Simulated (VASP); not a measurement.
```
Sn
1.0
   -3.11961     3.11961     1.68219
    3.11961    -3.11961     1.68219
    3.11961     3.11961    -1.68219
Sn
2
Direct
  0.25000   0.75000   0.50000
  0.00000   0.00000   0.00000
```

These are vdW-DF2, VASP's PBE PAW potentials (set 64) (plane waves; VASP) values and carry that method's errors. Settings: 520 eV cut-off, 14×14×14 Γ-centred mesh, tetrahedra with Blöchl corrections, potentials Sn_d.

Unless said otherwise, spin-orbit coupling is left out, though it shifts the bands of the heavy elements here.

Problem. Tabulate the total density of states (states/eV per cell) against energy (eV; zero at the valence-band maximum or, without a gap, the Fermi level).

Solution. 
(E (eV), DOS (states/eV)): (-9.99, 0.00); (-9.76, 0.16); (-9.53, 0.28); (-9.29, 0.37); (-9.06, 0.44); (-8.83, 0.51); (-8.60, 0.57); (-8.36, 0.64); (-8.13, 0.72); (-7.90, 0.74); (-7.67, 0.88); (-7.43, 0.99); (-7.20, 1.21); (-6.97, 1.27); (-6.74, 1.59); (-6.62, 1.59); (-6.39, 0.76); (-6.15, 0.66); (-5.92, 0.65); (-5.69, 0.70); (-5.46, 0.72); (-5.22, 0.76); (-4.99, 0.63); (-4.76, 0.46); (-4.53, 0.34); (-4.29, 0.24); (-4.06, 0.15); (-3.83, 0.10); (-3.60, 0.07); (-3.37, 0.19); (-3.13, 0.29); (-2.90, 0.62); (-2.67, 1.17); (-2.44, 1.32); (-2.20, 1.07); (-1.97, 1.08); (-1.74, 1.15); (-1.50, 1.38); (-1.27, 1.56); (-1.04, 1.87); (-0.81, 1.53); (-0.57, 1.47); (-0.34, 1.36); (-0.11, 1.26); (0.12, 1.23); (0.24, 1.18); (0.47, 1.26); (0.70, 1.27); (0.94, 0.97); (1.17, 0.97); (1.40, 1.19); (1.63, 1.28); (1.87, 1.37); (2.10, 1.31); (2.33, 0.94); (2.56, 0.79); (2.80, 0.94); (3.03, 1.40); (3.26, 1.75); (3.49, 1.88)
Within 2 eV below the Fermi level the largest weight inside VASP's projection spheres is Sn p.

The compound is Sn in the beta structure. It was relaxed first, which changed the volume by +21 %.
